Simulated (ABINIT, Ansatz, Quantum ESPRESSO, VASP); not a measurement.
## Code comparison for CaI₂ (P-3m1, 3 atoms in the cell)

Self-consistent single point.

```
CELL_PARAMETERS angstrom
      4.52897     0.00000     0.00000
     -2.26449     3.92220     0.00000
      0.00000     0.00000     7.20983
ATOMIC_POSITIONS crystal
  Ca 0.00000 0.00000 0.00000
  I  0.33333 0.66667 0.24430
  I  0.66667 0.33333 0.75570
```

Shared settings, as Ansatz (a program for electronic structure) writes them: kpoints.mp_grid.grid = 5 5 3; magnetization.spin_orbit = true; scf.occupations.method = fixed. Potentials and cutoffs stand in the table.

```
code                                                                                                             model  pressure (GPa)  largest force (eV/Å)  gap on the mesh (eV)  cutoff
----------------  ----------------------------------------------------------------------------------------------------  --------------  --------------------  --------------------  ------
VASP                                                   PBEsol, spin-orbit coupling, VASP's PBE PAW potentials (set 64)           -0.89                 0.117                 3.341  300 eV
Ansatz                                                        PBEsol with spin-orbit coupling, PAW files made with PBE           -0.93                 0.136                 3.341  420 eV
ABINIT             PBEsol, spin-orbit coupling, norm-conserving pseudopotentials (PseudoDojo nc-fr-04 PBEsol standard)           -0.93                 0.135                 3.336   35 Ha
Quantum ESPRESSO  PBEsol, spin-orbit coupling, PseudoDojo fully relativistic norm-conserving (PBESOL) pseudopotentials           -0.93                 0.135                 3.336   70 Ry
```

Gaps are read on the mesh.

The spread over the programs that give each value: pressure within 0.04 GPa; largest force within 0.019 eV/Å; gap on the mesh within 0.005 eV.

Ansatz's pressure is given at a fixed set of plane waves, as the other plane-wave codes print theirs.

VASP's run is marked for a possible Pulay error in its stress at this cutoff; no cutoff test was made.

VASP ran the fixed occupations as a Gaussian smearing of 0.01 eV.

The starting cell comes from a database of computed structures (which also holds hypothetical and non-ambient phases and stackings), without a prior relaxation at this level.

Left out of this page: Elk (with a known weakness of the program); FLEUR and SIESTA (not drawn, or without a comparable value).

Keys are those of Ansatz 0.2.
